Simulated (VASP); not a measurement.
Output of a VASP run:

**OUTCAR**
```
 ion  position               nearest neighbor table
   1  0.000  0.000  0.000-
  LATTYP: Found a face centered cubic cell.
 ALAT       =     3.8193111418
 Subroutine PRICEL returns:
 Original cell was already a primitive cell.
 Subroutine GETGRP returns: Found 48 space group operations
The static configuration has the point symmetry O_h .
The dynamic configuration has the point symmetry O_h .
 Subroutine INISYM returns: Found 48 space group operations
 Subroutine IBZKPT returns following result:
 Found    145 irreducible k-points:

 Following reciprocal coordinates:
            Coordinates               Weight
  0.000000  0.000000  0.000000      1.000000
  0.062500  0.000000  0.000000      8.000000
  0.125000  0.000000  0.000000      8.000000
  0.187500  0.000000  0.000000      8.000000
  0.250000  0.000000  0.000000      8.000000
  0.312500  0.000000  0.000000      8.000000
  0.375000  0.000000  0.000000      8.000000
  0.437500  0.000000  0.000000      8.000000
  0.500000  0.000000  0.000000      4.000000
  0.062500  0.062500  0.000000      6.000000
  0.125000  0.062500  0.000000     24.000000
  0.187500  0.062500  0.000000     24.000000
  0.250000  0.062500  0.000000     24.000000
  0.312500  0.062500  0.000000     24.000000
  0.375000  0.062500  0.000000     24.000000
  0.437500  0.062500  0.000000     24.000000
  0.500000  0.062500  0.000000     24.000000
 -0.437500  0.062500  0.000000     24.000000
 -0.375000  0.062500  0.000000     24.000000
 -0.312500  0.062500  0.000000     24.000000
 -0.250000  0.062500  0.000000     24.000000
 -0.187500  0.062500  0.000000     24.000000
 -0.125000  0.062500  0.000000     24.000000
 -0.062500  0.062500  0.000000     12.000000
  0.125000  0.125000  0.000000      6.000000
  0.187500  0.125000  0.000000     24.000000
  0.250000  0.125000  0.000000     24.000000
  0.312500  0.125000  0.000000     24.000000
  0.375000  0.125000  0.000000     24.000000
  0.437500  0.125000  0.000000     24.000000
  0.500000  0.125000  0.000000     24.000000
 -0.437500  0.125000  0.000000     24.000000
 -0.375000  0.125000  0.000000     24.000000
 -0.312500  0.125000  0.000000     24.000000
 -0.250000  0.125000  0.000000     24.000000
 -0.187500  0.125000  0.000000     24.000000
 -0.125000  0.125000  0.000000     12.000000
  0.187500  0.187500  0.000000      6.000000
  0.250000  0.187500  0.000000     24.000000
  0.312500  0.187500  0.000000     24.000000
   k-points           NKPTS =    145   k-points in BZ     NKDIM =    145   number of bands    NBANDS=      9
   number of dos      NEDOS =    301   number of ions     NIONS =      1
   total plane-waves  NPLWV =   8000
   dimension x,y,z NGX =    20 NGY =   20 NGZ =   20
   dimension x,y,z NGXF=    40 NGYF=   40 NGZF=   40
   ions per type =               1
   PREC   = accura    normal or accurate (medium, high low for compatibility)
   ISTART =      0    job   : 0-new  1-cont  2-samecut
   ICHARG =      2    charge: 1-file 2-atom 10-const
   ISPIN  =      1    spin polarized calculation?
   LNONCOLLINEAR =      F non collinear calculations
   LSORBIT =      F    spin-orbit coupling
   INIWAV =      1    electr: 0-lowe 1-rand  2-diag
   ENCUT  =  520.0 eV  38.22 Ry    6.18 a.u.   5.02  5.02  5.02*2*pi/ulx,y,z
   NELM   =    100;   NELMIN=  2; NELMDL= -5     # of ELM steps
   EDIFF  = 0.1E-06   stopping-criterion for ELM
   LREAL  =      F    real-space projection
   NLSPLINE    = F    spline interpolate recip. space projectors
   LMAXMIX     =    4 max onsite mixed and CHGCAR
   VOSKOWN=      0    Vosko Wilk Nusair interpolation
   EDIFFG = 0.1E-05   stopping-criterion for IOM
   NSW    =      0    number of steps for IOM
   NBLOCK =      1;   KBLOCK =      1    inner block; outer block
   IBRION =     -1    ionic relax: 0-MD 1-quasi-New 2-CG
   NFREE  =      0    steps in history (QN), initial steepest desc. (CG)
...
```

**OSZICAR**
```
       N       E                     dE             d eps       ncg     rms          rms(c)
DAV:   1     0.193804771845E+02    0.19380E+02   -0.54887E+03  2650   0.109E+03
DAV:   2    -0.253375552022E+02   -0.44718E+02   -0.43475E+02  2731   0.200E+02
DAV:   3    -0.256908600370E+02   -0.35330E+00   -0.35228E+00  3385   0.214E+01
DAV:   4    -0.256924231797E+02   -0.15631E-02   -0.15626E-02  3337   0.113E+00
DAV:   5    -0.256924391723E+02   -0.15993E-04   -0.15991E-04  3466   0.776E-02    0.104E+01
DAV:   6    -0.223876994749E+02    0.33047E+01   -0.65399E+00  2730   0.244E+01    0.441E+00
DAV:   7    -0.226303501129E+02   -0.24265E+00   -0.89948E-01  2887   0.644E+00    0.310E+00
DAV:   8    -0.226349940860E+02   -0.46440E-02   -0.58765E-02  2749   0.170E+00    0.169E-01
DAV:   9    -0.226400954094E+02   -0.51013E-02   -0.65092E-03  3116   0.665E-01    0.629E-02
DAV:  10    -0.226401396594E+02   -0.44250E-04   -0.42992E-04  3012   0.181E-01    0.304E-02
DAV:  11    -0.226402812157E+02   -0.14156E-03   -0.15842E-04  3816   0.110E-01    0.214E-02
DAV:  12    -0.226402690506E+02    0.12165E-04   -0.12814E-05  2791   0.442E-02    0.114E-02
DAV:  13    -0.226402760353E+02   -0.69847E-05   -0.55654E-06  3034   0.217E-02    0.211E-03
DAV:  14    -0.226402706090E+02    0.54263E-05   -0.33490E-06  2767   0.153E-02    0.309E-03
DAV:  15    -0.226402727172E+02   -0.21083E-05   -0.23575E-07  2744   0.446E-03    0.156E-03
DAV:  16    -0.226402725932E+02    0.12407E-06   -0.37609E-07  1534   0.394E-03    0.138E-04
DAV:  17    -0.226402728365E+02   -0.24333E-06   -0.10968E-08  1509   0.829E-04    0.706E-05
DAV:  18    -0.226402725716E+02    0.26485E-06   -0.67998E-10  1488   0.335E-04    0.535E-05
DAV:  19    -0.226402726458E+02   -0.74112E-07   -0.70880E-10  1499   0.264E-04
   1 F= -.22640273E+02 E0= -.22640259E+02  d E =-.410797E-04
```

**OUTCAR**
```
------------------------ aborting loop because EDIFF is reached ----------------------------------------
  FORCE on cell =-STRESS in cart. coord.  units (eV):
  Direction    XX          YY          ZZ          XY          YZ          ZX
  --------------------------------------------------------------------------------------
  Total        1.2297208      1.2297208      1.2297208      0.0000000      0.0000000      0.0000000
  in kB      141.4561987    141.4561987    141.4561987      0.0000000      0.0000000      0.0000000
  external PRESSURE =     141.4561987 kB  Pullay stress =       0.0000000 kB
  volume of cell :       13.93
      direct lattice vectors                 reciprocal lattice vectors
     0.000000000  1.909655571  1.909655571    -0.261827320  0.261827320  0.261827320
     1.909655571  0.000000000  1.909655571     0.261827320 -0.261827320  0.261827320
     1.909655571  1.909655571  0.000000000     0.261827320  0.261827320 -0.261827320
 POSITION                                       TOTAL-FORCE (eV/Angst)
 -----------------------------------------------------------------------------------
      0.00000      0.00000      0.00000         0.000000      0.000000      0.000000
 -----------------------------------------------------------------------------------
    total drift:                               -0.000000     -0.000000     -0.000000
  FREE ENERGIE OF THE ION-ELECTRON SYSTEM (eV)
  ---------------------------------------------------
  free  energy   TOTEN  =       -22.6402726458 eV

  energy  without entropy=      -22.6402315661  energy(sigma->0) =      -22.64025895
```
(Selected blocks of OUTCAR.)

### POSCAR
```
Pd
1
    0.0000000000     1.9096555709     1.9096555709
    1.9096555709     0.0000000000     1.9096555709
    1.9096555709     1.9096555709     0.0000000000
Pd
1
Direct
  0.0000000000   0.0000000000   0.0000000000
```

Q: Write an INCAR and KPOINTS that could have produced this output.

A: One answer among several that fit: the input of the run itself, r2SCAN+rVV10, plane waves, VASP's PBE PAW potentials (set 64).

INCAR:
```
LMIXTAU = T
ALGO = Normal   # blocked Davidson
ISIF = 2   # forces and stress, cell fixed
EDIFF = 1E-7   # SCF stop (eV)
LCHARG = F
NELM = 100   # most electronic steps
CPARAM = 0.0093
BPARAM = 11.95
LREAL = F
LWAVE = F
ISMEAR = 1   # Methfessel-Paxton
LASPH = T
SIGMA = 0.1
SYSTEM = Pd
LMAXMIX = 4
LUSE_VDW = T
PREC = Accurate
METAGGA = R2SCAN
ENCUT = 520   # plane-wave cut-off (eV)
```

**KPOINTS**
```
Automatic mesh
0
gamma
 16 16 16
0 0 0
```

POTCAR, in this order: Pd (PBE.64 set). Program: vasp_std.

The compound is Pd in the fcc structure. This cell is one point of a volume scan, at 0.94 of the reference volume.
